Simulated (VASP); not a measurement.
Input for VASP

KPOINTS:
```
Automatic
0
Gamma
 8 8 8
```

File POSCAR:
```
NiAl
1
    2.8517420000     0.0000000000     0.0000000000
    0.0000000000     2.8517420000     0.0000000000
    0.0000000000     0.0000000000     2.8517420000
Al Ni
1 1
Direct
  0.5000000000   0.5000000000   0.5000000000
  0.0000000000   0.0000000000   0.0000000000
```

INCAR:
```
! general
SYSTEM =NiAl
PREC   =Accurate
ENCUT  =300
LREAL  =.FALSE.
LASPH  =.TRUE.

! electronic loop
EDIFF  =1E-6
NELM   =100
ALGO   =Normal
LMAXMIX=4

! smearing
ISMEAR =0
SIGMA  =0.1

! functional
GGA    =PE

! ions
ISIF   =2

! output
LWAVE  =.FALSE.
LCHARG =.FALSE.
```

POTCAR, in this order: Al Ni (PBE.64 set). Program: vasp_std.

### Question
Translate this PBE calculation to Quantum ESPRESSO's pw.x.

### Answer
One equivalent input (not run):
```
&CONTROL
  calculation = 'scf'
  pseudo_dir = './pseudo'
  outdir = './out'
  tprnfor = .true.
  tstress = .true.
/
&SYSTEM
  ibrav = 0
  nat = 2
  ntyp = 2
  ecutwfc = 98
  occupations = 'smearing'
  smearing = 'gaussian'
  degauss = 0.00735
  input_dft = 'pbe'
/
&ELECTRONS
  conv_thr = 7.3e-08
  electron_maxstep = 100
/
ATOMIC_SPECIES
  Al 26.982 Al.upf
  Ni 58.693 Ni.upf
CELL_PARAMETERS angstrom
     2.8517420    0.0000000    0.0000000
     0.0000000    2.8517420    0.0000000
     0.0000000    0.0000000    2.8517420
ATOMIC_POSITIONS crystal
  Al   0.5000000  0.5000000  0.5000000
  Ni   0.0000000  0.0000000  0.0000000
K_POINTS automatic
  8 8 8 0 0 0
```
Limits of the translation: the potentials are each code's own (VASP's PAW set, PseudoDojo norm-conserving files in pw.x), so ENCUT and ecutwfc are chosen apart and not converted; conv_thr bounds pw.x's estimated SCF error, while EDIFF bounds the energy change between steps.

The structure is a typed NiAl crystal. The cell was not relaxed at this level, and its volume differs by -5.9 % from the start's.
